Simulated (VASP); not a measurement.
Consider the following.

```yaml
crystal:
  lattice:
    - [4.04335, 0.00000, 0.00000]
    - [-2.02168, 3.50165, 0.00000]
    - [0.00000, 0.00000, 3.89427]
  atoms:
    - { symbol: Er, position: [0.00000, 0.00000, 0.00000] }
    - { symbol: Si, position: [0.66667, 0.33333, 0.50000] }
    - { symbol: Si, position: [0.33333, 0.66667, 0.50000] }
```

Method: r2SCAN meta-GGA, VASP's PBE PAW potentials (set 64) (plane waves; VASP). Settings: 400 eV cut-off, 8×8×7 Γ-centred mesh, first-order Methfessel-Paxton smearing of 0.10 eV, potentials Er_3 Si.

The 4f electrons are frozen in the core of the lanthanide potential, so 4f levels, which can set the real gap, and their magnetism are missing.

Task: What does the run give for the energy per atom (σ→0), band gap (on the k-mesh) with the smallest direct gap where there is one?

Result: 
The band gap (on the k-mesh) is none (metal, semimetal or under 0.01 eV) and the energy per atom (σ→0) is -17.654 eV/atom.

The structure comes from a computed database's ErSi2 entry (P6/mmm); how it stands against other phases isn't given here. It was relaxed first. The start is the result of an earlier pass. The electron count is odd and the run is not spin-polarised, which forces a metal.
